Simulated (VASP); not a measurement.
The system is InFe2H3.

```
In Fe H
1.0
     2.87898    0.00000    0.00000
     0.00000    2.87898    0.00000
     0.00000    0.00000   10.71327
In Fe H
1 2 3
Cartesian
  0.0000 0.0000 0.0000
  1.4395 1.4395 9.3006
  1.4395 1.4395 1.4126
  0.0000 0.0000 7.1218
  0.0000 0.0000 3.5914
  1.4395 1.4395 5.3566
```

The cell was built by a generator and needn't be a form met in nature.

The cell isn't the ideal one: species swapped into the Er2Mg3Ru type (P4/mmm, No. 123).

* Program: VASP 6.6.1
* Task: relaxation of cell and atoms
* Functional: PBE
* Potentials or basis: VASP PAW PBE potentials, release 64 (In_d, Fe, H)
* Cutoff: 600 eV
* k mesh: 6 × 6 × 2
* Occupations: gaussian, width 0.2 eV
* Spin: collinear spin, typed start
* Starting moments: [0.0, 4.0, 4.0, 0.0, 0.0, 0.0] μB

At the start: pressure 8.8 GPa; volume 14.80 Å³/atom.

**Question.** How do energy, volume and symmetry change on relaxing?

**Answer.** Over 29 steps the energy falls by 1366.8 meV/atom and the volume is 9.71 Å³/atom (-34.4 %); space group P4/mmm (No. 123, to 0.05 Å); moment 4.43 μB per cell.

Step by step:
```tsv
step	energy change (eV)	largest force (eV/Å)	pressure (GPa)	volume (Å³)
1	0.0000	3.6588	8.76	88.80
2	-1.0999	1.6437	-5.58	99.54
3	-1.1428	1.3647	-7.46	102.39
4	-2.4210	1.7896	-6.99	94.95
5	-5.1899	2.3339	-7.97	74.60
6	5.9980	4.3485	79.92	42.12
7	-4.6785	3.6737	2.38	66.32
8	-6.5657	3.4785	15.10	53.45
9	-6.5734	2.5484	33.34	47.60
10	-6.6723	2.9301	27.40	49.11
11	-6.9365	1.7010	26.76	48.53
12	-6.9702	1.3980	27.22	48.21
13	-7.2281	1.2239	21.59	49.68
14	-7.6845	0.8440	6.21	54.24
15	-7.7317	0.8021	-7.01	64.18
16	-7.8154	0.6976	-2.67	59.93
17	-7.8166	0.6878	-2.19	59.42
18	-7.8615	0.6644	-2.04	59.27
19	-7.9797	0.5658	-1.31	58.81
20	-8.1182	0.3601	1.54	57.81
21	-8.1275	0.2999	3.13	57.35
22	-8.1726	0.2039	0.58	58.79
23	-8.1816	0.1402	-0.77	59.79
24	-8.1816	0.1359	-0.88	59.85
25	-8.1870	0.1250	-0.44	59.43
26	-8.1907	0.2045	0.59	58.61
27	-8.1945	0.1801	0.50	58.53
28	-8.2007	0.0993	0.21	58.31
29	-8.2009	0.0793	0.16	58.26
```

Final structure:
```xyz
6
Lattice="2.6859 0.0000 0.0000 0.0000 2.6859 0.0000 0.0000 0.0000 8.0760" Properties=species:S:1:pos:R:3 pbc="T T T"
In    0.0000    0.0000    0.0000
Fe    1.3429    1.3429    5.6697
Fe    1.3429    1.3429    2.4063
H     0.0000    0.0000    5.4077
H     0.0000    0.0000    2.6682
H     1.3429    1.3429    4.0380
```

Caveat: the k mesh is coarse (spacing up to 0.36 Å⁻¹), so the values aren't converged; the volume moved by over 15 % at a fixed basis, so the end points are rough; the relaxation stopped at a loose force limit of 0.08 eV/Å, so its end isn't a converged minimum.
